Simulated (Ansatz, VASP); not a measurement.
**Cross-check of SnSe2 between VASP and Ansatz**

One calculation is typed for both programs; each brings its own data sets and cutoff. How far apart do they land? The cell is taken from a series of VASP runs on this material, whose earlier steps may have relaxed, scaled or displaced it; both programs get it as it stands. Other levels of theory on this material are compared in a session of their own.

Calculated with Ansatz 0.2.0; plane waves, with VASP 6.6.1 beside it; single point at BLYP with D4.

### Step 1. The starting structure

The structure is trigonal, space group P-3m1 (No. 164). The conventional cell has a = 3.908 Å, b = 3.908 Å, c = 5.857 Å, α = 90.00°, β = 90.00°, γ = 120.00°. Nearest to Sn lie 6 Se at 2.76 Å. Se has 3 Sn at 2.76 Å nearest. Farther neighbours and most contacts between anions are not listed.

Coordinates:

```xyz
3
Lattice="3.9076 0.0000 0.0000 -1.9538 3.3840 0.0000 0.0000 0.0000 5.8569" Properties=species:S:1:pos:R:3 pbc="T T T"
Sn    0.0000    0.0000    0.0000
Se    1.9538    1.1280    4.2603
Se    0.0000    2.2560    1.5966
```

### Step 2. VASP: single point, BLYP with D4

With cell and atoms fixed, the geometry can't cause a difference; cores, projectors, grids and the points listed under the comparison can.

Lines of VASP's logs that name or quote its potential files are left out, and so is its time.

Contents of INCAR:

```
SYSTEM = SnSe2
PREC = Accurate
ENCUT = 400
EDIFF = 1E-06
NELM = 100
ISMEAR = -5
SIGMA = 0.05
LREAL = .FALSE.
ALGO = Normal
GGA = B5
ALDAX = 1
AGGAX = 1
AGGAC = 1
ALDAC = 0
IVDW = 13
VDW_S6 = 1
VDW_S8 = 2.34076671
VDW_A1 = 0.44488865
VDW_A2 = 4.0933009
LORBIT = 11
LWAVE = .FALSE.
LCHARG = .FALSE.
NEDOS = 2001
```

Contents of POSCAR:

```
SnSe2
1.0
    3.9075611574      0.0000000000      0.0000000000
   -1.9537805787      3.3840472291      0.0000000000
    0.0000000000      0.0000000000      5.8568729576
Sn Se
1 2
Direct
    0.0000000000      0.0000000000      0.0000000000
    0.6666666667      0.3333333333      0.7273948134
    0.3333333333      0.6666666667      0.2726051866
```

Contents of KPOINTS:

```
Automatic mesh
0
Gamma
10 10 6
0 0 0
```

Potentials, in the order of the species: Sn_d and Se (PBE family, release 64).

Command:

```bash
$ mpirun -np 1 vasp_std
```

Numbers of over 12 decimals in the logs are rounded to 6 here.

The log of the run:

```text
[banner, memory and clock lines left out]
running    1 mpi-ranks, on    1 nodes
 distrk:  each k-point on    1 cores,    1 groups
 distr:  one band on    1 cores,    1 groups

 POSCAR found type information on POSCAR SnSe
 POSCAR found :  2 types and       3 ions
|                                                                             |
|               ----> ADVICE to this user running VASP <----                  |
|                                                                             |
|     You enforced a specific xc type in the INCAR file but a different       |
|     [... a line on the potential file left out ...]
|     I HOPE YOU KNOW WHAT YOU ARE DOING!                                     |
|                                                                             |

 LDA part: xc-table for (Slater(with rela. corr.)+VWN5), standard interpolation
 POSCAR, INCAR and KPOINTS ok, starting setup
 FFT: planning ... GRIDC
 FFT: planning ... GRID_SOFT
 FFT: planning ... GRID
 WAVECAR not read
 entering main loop
       N       E                     dE             d eps       ncg     rms          rms(c)
DAV:   1     0.177952786193E+03    0.17795E+03   -0.10940E+04  2472   0.145E+03
DAV:   2     0.752274995806E+01   -0.17043E+03   -0.16781E+03  2812   0.343E+02
DAV:   3    -0.965678962942E+01   -0.17180E+02   -0.16887E+02  3009   0.110E+02
DAV:   4    -0.101933786618E+02   -0.53659E+00   -0.53597E+00  3067   0.205E+01
DAV:   5    -0.102052674899E+02   -0.11889E-01   -0.11887E-01  3593   0.303E+00    0.457E+00
DAV:   6    -0.987258845399E+01    0.33268E+00   -0.97839E-01  3576   0.982E+00    0.300E+00
DAV:   7    -0.986560608549E+01    0.69824E-02   -0.16761E-01  2791   0.252E+00    0.121E+00
DAV:   8    -0.986742293757E+01   -0.18169E-02   -0.11922E-02  3050   0.102E+00    0.327E-01
DAV:   9    -0.986809686777E+01   -0.67393E-03   -0.16765E-03  2919   0.353E-01    0.860E-02
DAV:  10    -0.986807624389E+01    0.20624E-04   -0.15965E-04  3107   0.881E-02    0.343E-02
DAV:  11    -0.986809837225E+01   -0.22128E-04   -0.41212E-05  2713   0.508E-02    0.174E-02
DAV:  12    -0.986809692496E+01    0.14473E-05   -0.22625E-06  2404   0.136E-02    0.746E-03
DAV:  13    -0.986809667646E+01    0.24849E-06   -0.65591E-07  1575   0.640E-03
   1 F= -.12128581E+02 E0= -.12128581E+02  d E =0.000000E+00
```

OUTCAR, selected parts (step 2):

```text
ion  position               nearest neighbor table
   1  0.000  0.000  0.000-   2 2.76   3 2.76   3 2.76   2 2.76   2 2.76   3 2.76
   2  0.667  0.333  0.727-   1 2.76   1 2.76   1 2.76
   3  0.333  0.667  0.273-   1 2.76   1 2.76   1 2.76

  LATTYP: Found a hexagonal cell.
 ALAT       =     3.9075611574
 C/A-ratio  =     1.4988563766

 Subroutine GETGRP returns: Found 12 space group operations
 (whereof 12 operations were pure point group operations)

The static configuration has the point symmetry D_3d.

 Found     72 irreducible k-points:

   k-points           NKPTS =     72   k-points in BZ     NKDIM =     72   number of bands    NBANDS=     17

   dimension x,y,z NGX =    28 NGY =   28 NGZ =   40
   dimension x,y,z NGXF=    56 NGYF=   56 NGZF=   80

   ENCUT  =  400.0 eV  29.40 Ry    5.42 a.u.   6.37  6.37  9.55*2*pi/ulx,y,z

   NELECT =      26.0000    total number of electrons

 k-points in reciprocal lattice and weights: Automatic mesh
   0.00000000  0.00000000  0.00000000       0.002
   0.10000000 -0.00000000  0.00000000       0.010
   0.20000000 -0.00000000  0.00000000       0.010
   0.30000000  0.00000000  0.00000000       0.010
   0.40000000 -0.00000000  0.00000000       0.010
   0.50000000  0.00000000  0.00000000       0.005
   0.10000000  0.10000000  0.00000000       0.010
   0.20000000  0.10000000  0.00000000       0.020
   0.30000000  0.10000000  0.00000000       0.020
[...]
0.40000000  0.20000000  0.50000000       0.010
   0.30000000  0.30000000  0.50000000       0.010

 average (electrostatic) potential at core
       1-102.5078       2 -53.0950       3 -53.0950

 E-fermi :   4.9197

 k-point     1 :       0.0000    0.0000    0.0000
  band No.  band energies     occupation
    ...
      9       3.9717      2.00000
     10       3.9717      2.00000
     11       4.0599      2.00000
     12       4.0599      2.00000
     13       4.7900      2.00000
     14       5.1382      0.00000
     15       7.6912      0.00000
     16       9.1164      0.00000
     17       9.1164      0.00000

 k-point     2 :       0.1000   -0.0000    0.0000
  band No.  band energies     occupation
    ...
      9       2.8665      2.00000
     10       3.4953      2.00000
     11       3.6160      2.00000
     12       4.3738      2.00000
     13       4.9060      2.00000
     14       5.9984      0.00000
     15       8.1066      0.00000
     16       8.8183      0.00000
     17       9.2282      0.00000

 k-point     3 :       0.2000   -0.0000    0.0000
  band No.  band energies     occupation
    ...
      9       1.6453      2.00000
     10       2.7340      2.00000
     11       2.9486      2.00000
     12       4.5117      2.00000
     13       4.7468      2.00000
     14       6.5234      0.00000
     15       8.2799      0.00000
     16       9.3792      0.00000
     17       9.4307      0.00000

  DFT-D4 for vdW energy calculation

  Edisp (eV):   -2.26048

  Total      -0.01911    -0.01911    -0.00443     0.00000     0.00000     0.00000
  in kB      -0.39524    -0.39524    -0.09156     0.00000     0.00000     0.00000
  external pressure =       -0.29 kB  Pullay stress =        0.00 kB

  energy-cutoff  :      400.00
  volume of cell :       77.45
      direct lattice vectors                 reciprocal lattice vectors
     3.907561157  0.000000000  0.000000000     0.255914101  0.147752075  0.000000000
    -1.953780579  3.384047229  0.000000000     0.000000000  0.295504150  0.000000000
     0.000000000  0.000000000  5.856872958     0.000000000  0.000000000  0.170739575

 POSITION                                       TOTAL-FORCE (eV/Angst)
 -----------------------------------------------------------------------------------
      0.00000      0.00000      0.00000         0.000000      0.000000     -0.000000
      1.95378      1.12802      4.26026         0.000000     -0.000000      0.008761
     -0.00000      2.25603      1.59661        -0.000000      0.000000     -0.008761
 -----------------------------------------------------------------------------------
    total drift:                               -0.000000      0.000000      0.000000

  FREE ENERGIE OF THE ION-ELECTRON SYSTEM (eV)
  ---------------------------------------------------
  free  energy   TOTEN  =       -12.1285809540 eV

  energy  without entropy=      -12.1285809540  energy(sigma->0) =      -12.12858095

 total charge
# of ion       s       p       d       tot
------------------------------------------
    1        1.094   0.972  10.078  12.145
    2        1.500   2.303   0.026   3.828
    3        1.500   2.303   0.026   3.828
--------------------------------------------------
tot          4.094   5.578  10.130  19.801

[... 3 further parts left out ...]
```

The run ends at a pressure of -0.03 GPa, with forces up to 0.0088 eV/Å.

### Step 3. Ansatz: single point, BLYP with D4

Ansatz runs on its default PAW (the set named soft_2) files.

The same cell, functional (in two slightly different forms), mesh and smearing now go to Ansatz, which takes its cutoff from its data sets.

Contents of input.yaml:

```yaml
crystal:
  lattice:
    - [3.9075611574, 0.0, 0.0]
    - [-1.9537805787, 3.3840472291, 0.0]
    - [0.0, 0.0, 5.8568729576]
  atoms:
    - { symbol: Sn, position: [0.0, 0.0, 0.0] }
    - { symbol: Se, position: [0.6666666667, 0.3333333333, 0.7273948134] }
    - { symbol: Se, position: [0.3333333333, 0.6666666667, 0.2726051866] }
hamiltonian:
  xc: blyp
  pseudopotentials: { kind: paw }
  dispersion: d4
kpoints:
  mp_grid: { grid: [10, 10, 6] }
scf:
  occupations: { method: tetrahedron }
output:
  forces: true
  stress: true
  write_density: true
  write_potential: true
  elf: true
  volumetric_format: npy
```

Command:

```bash
$ ansatz run input.yaml --threads 2 --pin off --max-ram 4608MiB --backend cpu --events-out ev --progress --plain --runs-dir out
```

The log of the run:

```text
Warning: output.forces, output.stress, relax.cell or npt_langevin: where a Kohn–Sham band that disperses or a degenerate level is filled in part under the method tetrahedron, the forces or the stress that this run publishes need not agree with its energy (scf.occupations.method in the input reference, under Limitations); prefer a smearing scheme for the forces or the stress
Engine: ansatz 0.2.0, x86_64-unknown-linux-gnu
Pseudopotentials: kind: paw
Pseudopotential: Sn, paw, valence charge 14, recommended cutoff 420 eV (normal), Sn.paw.azcp
Pseudopotential: Se, paw, valence charge 16, recommended cutoff 420 eV (normal), Se.paw.azcp
Functional definition: BLYP
  parameter beta = 0.0042
  parameter a = 0.04918
  parameter b = 0.132
  parameter c = 0.2533
  parameter d = 0.349
  exchange = b88_x(beta = beta)
  correlation = lyp_c(a = a, b = b, c = c, d = d)
Crystal: 3 atoms, lattice volume = 77.448 Å³
Basis set: ecut = 420 eV, 1519 PW (Γ), exchange–correlation on 54×54×80 points (8 copies of the dense FFT grid, shifted against one another)
Bands: 28, of which v1, the nominal top of the filled ones, is band 23 counted from 1 (22 counted from 0)
Symmetry: 12 space group operations
Space group: P-3m1 (ITA 164), of the structure as read, at distance tolerance 4.3e-5 Å
k-points: 72 of 600
Non-local potential: Sn, projectors of the file, l = 0: 2, l = 1: 2, l = 2: 2, l = 3: 2
Non-local potential: Se, projectors of the file, l = 0: 2, l = 1: 2, l = 2: 3, l = 3: 1
PAW form: soft (Blöchl's): semilocal exchange-correlation on the pseudo side does not see the compensation charge
PAW frozen core: Sn, regenerated for the run's functional, and the local potential with it (the file was generated under x = pbe(κ = 0.804, μ = 0.219515), c = pbe(β = 0.066725))
PAW frozen core: Se, regenerated for the run's functional, and the local potential with it (the file was generated under x = pbe(κ = 0.804, μ = 0.219515), c = pbe(β = 0.066725))
PAW one-centre angular grid: Sn, 590 points (default); XC on 64 Gauss nodes
PAW one-centre angular grid: Se, 590 points (default); XC on 64 Gauss nodes
Initial density: superposition of atomic densities (neutral atoms: chi_scale 0, normalization atom), corrected by the library's trained network
Initial wavefunctions: pseudopotential atomic-orbital guess
Functional: x = b88, c = lyp
SCF iter   1: F=—  HF=-17003.885037 eV  |F-HF|=—  |Δ(HF+E_count)|=         —  Δρ=7.70e-3  dr2=6.64e-2  ethr=1.77e-3  ⟨swp⟩=7.0  Hψ=9119  notcnv=0
preconditioner: auto → Resta (q_TF=auto, 2.501 Å⁻¹)  ε∞=2.8  [insulator: Δε(μ)=0.191 eV  Ē_g=15.947 eV  n_scr=22 (ndim 8)  ℏωp=21.5 eV  f_vac=0.040  ε∞_Penn≈2.8]
SCF iter   2: F=—  HF=-17003.865957 eV  |F-HF|=—  |Δ(HF+E_count)|=   1.91e-2  Δρ=2.93e-3  dr2=7.53e-3  ethr=1.44e-4  ⟨swp⟩=2.2  Hψ=3069  notcnv=0  defer=72
SCF iter   3: F=—  HF=-17003.863461 eV  |F-HF|=—  |Δ(HF+E_count)|=   2.50e-3  Δρ=1.09e-3  dr2=1.33e-3  ethr=1.64e-5  ⟨swp⟩=2.1  Hψ=3723  notcnv=0  defer=72
SCF iter   4: F=—  HF=-17003.863118 eV  |F-HF|=—  |Δ(HF+E_count)|=   3.43e-4  Δρ=2.76e-4  dr2=7.70e-5  ethr=2.88e-6  ⟨swp⟩=2.2  Hψ=2833  notcnv=0  defer=72
SCF iter   5: F=—  HF=-17003.863103 eV  |F-HF|=—  |Δ(HF+E_count)|=   1.53e-5  Δρ=8.64e-5  dr2=5.43e-6  ethr=1.67e-7  ⟨swp⟩=2.0  Hψ=3891  notcnv=0  defer=72
SCF iter   6: F=—  HF=-17003.863106 eV  |F-HF|=—  |Δ(HF+E_count)|=   3.21e-6  Δρ=2.25e-5  dr2=3.24e-7  ethr=1.18e-8  ⟨swp⟩=2.3  Hψ=3912  notcnv=0  defer=72
SCF iter   7: F=-17003.863106 eV  HF=-17003.863106 eV  |F-HF|=2.91e-9  |Δ(HF+E_count)|=   4.49e-7  Δρ=3.78e-6  dr2=9.17e-9  ethr=2.17e-10  ⟨swp⟩=11.4  Hψ=13232  notcnv=0
SCF 1 converged in 7 iterations: F = -17003.863106 eV  dr2 = 9.17e-9
  greatest PAW one-centre occupation: 1.000 electrons in one spin orbital (limit 2), on the Se atom at site 2 (counted from 0), in its partial waves of l = 2
SCF converged after 7 iterations
Stability not checked: this state was not tested for a lower state beside it, because cold or Methfessel-Paxton smearing, or corrected tetrahedra, fill the levels in a way that the test cannot read (fill_not_monotonic; see scf.lower_state_search)
Free energy (F): -17003.863106 eV
Harris-Foulkes:  -17003.863106 eV  (|F-HF|=2.91e-9)
Internal energy: -17003.863106 eV  (E = F + TS)
E sigma→0 (E₀):  -17003.863106 eV
Fermi energy:    8.806107 eV
--- Per-component energies (eV) ---
  E_band       = -838.310400
  E_kinetic    = 426.815054
  E_local      = -5800.656513  (includes V_loc(G=0)·N_el)
  E_nonlocal   = -1229.356415
  E_hartree    = 2984.837927
  E_xc         = -585.265185
  E_vxc        = -285.379031  (∫ρ·V_xc dr)
  E_paw        = -8006.593591  (= ΣΔE_a)
  E_vpaw       = 80.586890  (= ΣTr[D̂ρ^β])
  E_aug_tail   = -0.001249  (compensation charges beyond the density's cutoff)
  E_ewald      = -4791.778541
  E_disp       = -2.261027  (pairwise vdW)
  E_core_change = 0.396433  (= ΣΔE_core)
  E_smearing   = -0.000000  (= −TS)
  E_closure    = 0.000000  (closes the sum)
  Σ components = -17003.863106   (vs F -17003.863106, Δ=0.00e0)
--- Forces (eV/Å), atoms counted from 1 ---
  atom   1  Sn     0.00000000    -0.00000000     0.00000000
  atom   2  Se     0.00000000    -0.00000000     0.02855455
  atom   3  Se    -0.00000000     0.00000000    -0.02855455
  max |Σ_I F_I| component: 6.94e-18 eV/Å
--- Stress (GPa, compression-positive) ---
       -0.175518       0.000000       0.000000
        0.000000      -0.175518      -0.000000
        0.000000      -0.000000      -0.163687
  P = ⅓ Tr σ = -0.1716 GPa (-1.716 kbar)
--- Band table (eV; the first three rows and the last of 72) ---
  k-point 0: bands = [... 19 lower, 7.8830, 7.9679, 7.9679, 8.6865, 9.0209, 11.6040, 13.0283, 13.0283, ... 1 higher]
  k-point 1: bands = [... 19 lower, 7.7738, 7.7797, 8.1077, 8.1077, 9.7973, 11.5837, 12.8996, 12.8996, ... 1 higher]
  k-point 2: bands = [... 19 lower, 7.6842, 7.6842, 8.2614, 8.2614, 10.5059, 11.4883, 12.6591, 12.6591, ... 1 higher]
  k-point 71: bands = [... 19 lower, 4.5497, 5.1096, 8.3988, 8.4091, 10.6696, 12.8451, 13.0294, 14.1299, ... 1 higher]
```

It took 3.6 s on 2 threads of Intel Xeon Platinum 8488C (Sapphire Rapids), shared host; peak memory 0.49 GiB.

The run ends at a pressure of -0.17 GPa, with forces up to 0.029 eV/Å.

### Step 4. Comparison

Known differences besides the potentials themselves: the data sets hold 46 valence electrons in Ansatz (default PAW (the set named soft_2) files) and 26 in VASP; the cutoff is 420 eV in Ansatz and 400 eV in VASP; Ansatz makes its cores anew for this functional, VASP keeps those of its PBE data sets; VASP leaves aspherical gradient terms in its spheres out (LASPH is not set), Ansatz keeps them; VASP's log shows a relativistic correction to its local exchange, Ansatz's none. Total energies have different zeros and are not compared.

Both answers:

```csv
quantity,Ansatz,VASP,difference
pressure (GPa),-0.17,-0.03,-0.14
gap on the k mesh (eV),0.115,0.122,-0.007
```

At this near-relaxed geometry the largest component of a force difference is 20 meV/Å. A gap on the mesh is an upper bound, since the band edges may lie between its points. Ansatz's pressure holds a Pulay correction of 0.03 GPa; VASP's holds none.

### Step 5. Summary of results

```
difference in gap on the k mesh (single point, BLYP with D4) : -0.0073 eV
r.m.s. force difference (single point, BLYP with D4)         : 9.3 meV/Å
```

The r.m.s. force difference is 9.3 meV/Å (single point, BLYP with D4), within the 12 meV/Å picked in this series as the mark of a large difference. 3 further runs of this series are not shown here. How closely two codes agree says nothing of how well the functional describes the real material.

[Lines on the potential files, build, host, timing and source positions are cut from VASP's logs without a mark.]

[Logs are printed without paths, hosts, clocks, repeated set-up lines and the standing remarks that a program may print on its own settings, such as how far it seeks lower states.]

[Hosts, paths, dates, database ids (printed as entryN), source tags and the programs' standing remarks are cut or masked in the printed files.]
